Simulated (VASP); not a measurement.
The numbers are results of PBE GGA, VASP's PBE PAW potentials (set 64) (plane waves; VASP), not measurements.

VASP ran on this input.

INCAR:
```
! general
SYSTEM   =  Ga35InN36
PREC     =  Normal
ENCUT    =  400
LREAL    =  Auto
LASPH    =  T
ISYM     =  0
NELECT   =  285.0

! electronic loop
EDIFF    =  1E-5
NELM     =  100
NELMIN   =  4
ALGO     =  Fast
LMAXMIX  =  4

! smearing
ISMEAR   =  0
SIGMA    =  0.05

! functional
GGA      =  PE

! spin
ISPIN    =  2
MAGMOM   =  72*0.0139
NUPDOWN  =  1

! ions
IBRION   =  2
NSW      =  60
ISIF     =  2
EDIFFG   =  -0.03

! output
LWAVE    =  F
LCHARG   =  F
LORBIT   =  10
```

### KPOINTS
```
Automatic
0
gamma
  1 1 1
```

**POSCAR**
```
Ga35InN36
1
    4.8683178927    -8.4321738171     0.0000000000
    4.8683178927     8.4321738171     0.0000000000
    0.0000000000     0.0000000000    10.5562839806
Ga N In
35 36 1
Direct
  0.2222220000   0.1111110000   0.2500000000
  0.1111110000   0.2222220000   0.0000000000
  0.2222220000   0.1111110000   0.7500000000
  0.1075820000   0.2211740000   0.4992540000
  0.2161800000   0.4414330000   0.2457970000
  0.1111110000   0.5555560000   0.0000000000
  0.2260990000   0.4435850000   0.7485860000
  0.1102450000   0.5540330000   0.5045960000
  0.2222220000   0.7777780000   0.2500000000
  0.1111110000   0.8888890000   0.0000000000
  0.2222220000   0.7777780000   0.7500000000
  0.1111110000   0.8888890000   0.5000000000
  0.5555560000   0.1111110000   0.2500000000
  0.4444440000   0.2222220000   0.0000000000
  0.5555560000   0.1111110000   0.7500000000
  0.4461440000   0.2185300000   0.4976840000
  0.5575120000   0.4476160000   0.2539430000
  0.4444440000   0.5555560000   0.0000000000
  0.5498240000   0.4400290000   0.7534860000
  0.5602940000   0.7819460000   0.2489580000
  0.4444440000   0.8888890000   0.0000000000
  0.5493940000   0.7740510000   0.7528080000
  0.4446970000   0.8860930000   0.4977150000
  0.8888890000   0.1111110000   0.2500000000
  0.7777780000   0.2222220000   0.0000000000
  0.8888890000   0.1111110000   0.7500000000
  0.7777780000   0.2222220000   0.5000000000
  0.8888890000   0.4444440000   0.2500000000
  0.7777780000   0.5555560000   0.0000000000
  0.8888890000   0.4444440000   0.7500000000
  0.7758290000   0.5530480000   0.4974090000
  0.8888890000   0.7777780000   0.2500000000
  0.7777780000   0.8888890000   0.0000000000
  0.8888890000   0.7777780000   0.7500000000
  0.7772860000   0.8904000000   0.5000870000
  0.2222220000   0.1111110000   0.4385000000
  0.1111110000   0.2222220000   0.1885000000
  0.2222220000   0.1111110000   0.9385000000
  0.1111110000   0.2222220000   0.6885000000
  0.2230530000   0.4445900000   0.4340300000
  0.1111110000   0.5555560000   0.1885000000
  0.2222220000   0.4444440000   0.9385000000
  0.1111110000   0.5555560000   0.6885000000
  0.2222220000   0.7777780000   0.4385000000
  0.1111110000   0.8888890000   0.1885000000
  0.2222220000   0.7777780000   0.9385000000
  0.1111110000   0.8888890000   0.6885000000
  0.5555560000   0.1111110000   0.4385000000
  0.4444440000   0.2222220000   0.1885000000
  0.5555560000   0.1111110000   0.9385000000
  0.4444440000   0.2222220000   0.6885000000
  0.5519610000   0.4441200000   0.4357410000
  0.4444440000   0.5555560000   0.1885000000
  0.5555560000   0.4444440000   0.9385000000
  0.4470490000   0.5578830000   0.6904340000
  0.5553230000   0.7724720000   0.4391340000
  0.4444440000   0.8888890000   0.1885000000
  0.5555560000   0.7777780000   0.9385000000
  0.4444440000   0.8888890000   0.6885000000
  0.8888890000   0.1111110000   0.4385000000
  0.7777780000   0.2222220000   0.1885000000
  0.8888890000   0.1111110000   0.9385000000
  0.7777780000   0.2222220000   0.6885000000
  0.8888890000   0.4444440000   0.4385000000
  0.7777780000   0.5555560000   0.1885000000
  0.8888890000   0.4444440000   0.9385000000
  0.7777780000   0.5555560000   0.6885000000
  0.8888890000   0.7777780000   0.4385000000
  0.7777780000   0.8888890000   0.1885000000
  0.8888890000   0.7777780000   0.9385000000
  0.7777780000   0.8888890000   0.6885000000
  0.4397140000   0.5552520000   0.4992920000
```

POTCAR, in this order: Ga N In (PBE.64 set). Program: vasp_gam.

**Question.** What will the output report for the number of irreducible k-points (NKPTS), largest plane-wave count, FFT grid (NGX, NGY, NGZ)?

**Answer.** 
- number of irreducible k-points (NKPTS) = 1
- largest plane-wave count = 7908
- FFT grid (NGX, NGY, NGZ) = 48 × 48 × 54

The cell is a supercell with a defect, built from GaN (wurtzite): In_Ga, charge +3.
